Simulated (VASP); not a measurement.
An input for Quantum ESPRESSO's pw.x (written as the equivalent of a VASP run, and not itself run):

```
&CONTROL
  calculation = 'scf'
  pseudo_dir = './pseudo'
  outdir = './out'
  tprnfor = .true.
  tstress = .true.
/
&SYSTEM
  ibrav = 0
  nat = 1
  ntyp = 1
  ecutwfc = 92
  occupations = 'smearing'
  smearing = 'methfessel-paxton'
  degauss = 0.00735
  input_dft = 'vdw-df-obk8'
/
&ELECTRONS
  conv_thr = 7.3e-09
  electron_maxstep = 100
/
ATOMIC_SPECIES
  Cu 63.546 Cu.upf
CELL_PARAMETERS angstrom
     0.0000000    1.8319920    1.8319920
     1.8319920    0.0000000    1.8319920
     1.8319920    1.8319920    0.0000000
ATOMIC_POSITIONS crystal
  Cu   0.0000000  0.0000000  0.0000000
K_POINTS automatic
  17 17 17 0 0 0
```

Task: Translate this input to VASP (INCAR, KPOINTS, POSCAR, choice of POTCAR).

Result: This is not unique; one that fits is 
INCAR:
```
! general
SYSTEM    =  Cu
PREC      =  Accurate
ENCUT     =  520
LREAL     =  F
LASPH     =  T

! electronic loop
EDIFF     =  1E-7
NELM      =  100
ALGO      =  Normal
LMAXMIX   =  4

! smearing
ISMEAR    =  1
SIGMA     =  0.1

! functional
GGA       =  BO
LUSE_VDW  =  T
AGGAC     =  0.0
PARAM1    =  0.1833333333
PARAM2    =  0.22

! ions
ISIF      =  2

! output
LWAVE     =  F
LCHARG    =  F
```

KPOINTS:
```
Automatic mesh
0
Gamma
17 17 17
0 0 0
```

**POSCAR**
```
Cu
1
    0.0000000000     1.8319920145     1.8319920145
    1.8319920145     0.0000000000     1.8319920145
    1.8319920145     1.8319920145     0.0000000000
Cu
1
Direct
  0.0000000000   0.0000000000   0.0000000000
```

POTCAR, in this order: Cu (PBE.64 set). Program: vasp_std.

The two are equivalent in intent, not identical: the potentials are each code's own (VASP's PAW set, PseudoDojo norm-conserving files in pw.x), so ENCUT and ecutwfc are chosen apart and not converted; conv_thr bounds pw.x's estimated SCF error, while EDIFF bounds the energy change between steps.

The compound is Cu in the fcc structure. This cell is one point of a volume scan, at 1.03 of the reference volume.
